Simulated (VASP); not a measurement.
Input:

```
CELL_PARAMETERS angstrom
      0.00000     3.14696     3.14696
      3.14696     0.00000     3.14696
      3.14696     3.14696     0.00000
ATOMIC_POSITIONS crystal
  K  0.00000 0.00000 0.00000
  Cl 0.50000 0.50000 0.50000
```

All values below come from vdW-DF-cx, VASP's PBE PAW potentials (set 64) (plane waves; VASP). Run with 520 eV cut-off, 8×8×8 Γ-centred mesh, tetrahedra with Blöchl corrections, potentials K_sv Cl.

Task: Estimate the energy per atom (σ→0), band gap (on the k-mesh) with the smallest direct gap where there is one.

Result: 
| Property | Value |
|---|---|
| band gap (on the k-mesh) | 5.30 eV |
| smallest direct gap (on the k-mesh) | 5.30 eV |
| energy per atom (σ→0) | -1.480 eV/atom |

Total energies compare only between runs with the same potentials, cut-off and functional.

The compound is KCl in the rock salt structure. It was relaxed first.
